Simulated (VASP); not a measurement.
Computed with LDA (Ceperley-Alder, Perdew-Zunger), VASP's LDA PAW potentials (set 64) (plane waves; VASP).

VASP input:

### POSCAR
```
As
1.0
  3.5015394211  -1.8832873011  -0.0571804397
  3.5015394211   1.8832873011  -0.0571804397
  2.5395202170   0.0000000000   3.0596820858
As
2
Direct
  0.2307430342   0.2307430342   0.2307430342
  0.7692569658   0.7692569658   0.7692569658
```

INCAR:
```
SYSTEM = As
PREC = Accurate; ENCUT = 400; LREAL = .FALSE.
LASPH = .TRUE.
EDIFF = 1E-6; NELM = 100; ALGO = Normal
LMAXMIX = 4
ISMEAR = 1; SIGMA = 0.1
IBRION = 2; NSW = 60; ISIF = 3
EDIFFG = -0.01
LWAVE = .FALSE.; LCHARG = .FALSE.
```

KPOINTS:
```
K-points
0
gamma
11 11 11
```

POTCAR, in this order: As (LDA.64 set). Program: vasp_std.

Output

File OSZICAR:
```
       N       E                     dE             d eps       ncg     rms          rms(c)
DAV:   1     0.237057533117E+02    0.23706E+02   -0.38212E+03  2636   0.756E+02
DAV:   2    -0.982006306427E+01   -0.33526E+02   -0.32559E+02  4033   0.114E+02
DAV:   3    -0.108248118250E+02   -0.10047E+01   -0.10032E+01  3046   0.235E+01
DAV:   4    -0.108297085021E+02   -0.48967E-02   -0.48942E-02  3313   0.171E+00
DAV:   5    -0.108297211996E+02   -0.12698E-04   -0.12696E-04  3021   0.755E-02    0.364E+00
DAV:   6    -0.108024138028E+02    0.27307E-01   -0.77584E-03  2901   0.581E-01    0.215E+00
DAV:   7    -0.107879801506E+02    0.14434E-01   -0.15486E-02  2887   0.838E-01    0.697E-02
DAV:   8    -0.107879629807E+02    0.17170E-04   -0.27281E-04  2730   0.133E-01    0.206E-02
DAV:   9    -0.107879668258E+02   -0.38452E-05   -0.20797E-05  3139   0.326E-02    0.857E-03
DAV:  10    -0.107879663208E+02    0.50501E-06   -0.19131E-06  1910   0.906E-03
   1 F= -.10787966E+02 E0= -.10788054E+02  d E =-.107880E+02
```

OUTCAR:
```
------------------------ aborting loop because EDIFF is reached ----------------------------------------
  FORCE on cell =-STRESS in cart. coord.  units (eV):
  Direction    XX          YY          ZZ          XY          YZ          ZX
  --------------------------------------------------------------------------------------
  Total       -0.0109149      0.0029821      0.0016582      0.0000000      0.0000000     -0.0042893
  in kB       -0.4275661      0.1168153      0.0649550      0.0000000      0.0000000     -0.1680232
  external PRESSURE =      -0.0819319 kB  Pullay stress =       0.0000000 kB
  volume of cell :       40.90
      direct lattice vectors                 reciprocal lattice vectors
     3.501539421 -1.883287301 -0.057180440     0.140884800 -0.265493215 -0.116933652
     3.501539421  1.883287301 -0.057180440     0.140884800  0.265493215 -0.116933652
     2.539520217  0.000000000  3.059682086     0.005265812  0.000000000  0.322460745
 POSITION                                       TOTAL-FORCE (eV/Angst)
 -----------------------------------------------------------------------------------
      2.20189      0.00000      0.67961         0.007424      0.000000      0.002292
      7.34071      0.00000      2.26571        -0.007424      0.000000     -0.002292
 -----------------------------------------------------------------------------------
    total drift:                               -0.000000      0.000000     -0.000000
  FREE ENERGIE OF THE ION-ELECTRON SYSTEM (eV)
  ---------------------------------------------------
  free  energy   TOTEN  =       -10.7879663208 eV

  energy  without entropy=      -10.7882301652  energy(sigma->0) =      -10.78805427

 reached required accuracy - stopping structural energy minimisation
```
(Selected blocks of OUTCAR.)

The compound is As in the a7 structure. It was relaxed first, which changed the volume by -5 %. The start is the result of an earlier pass.
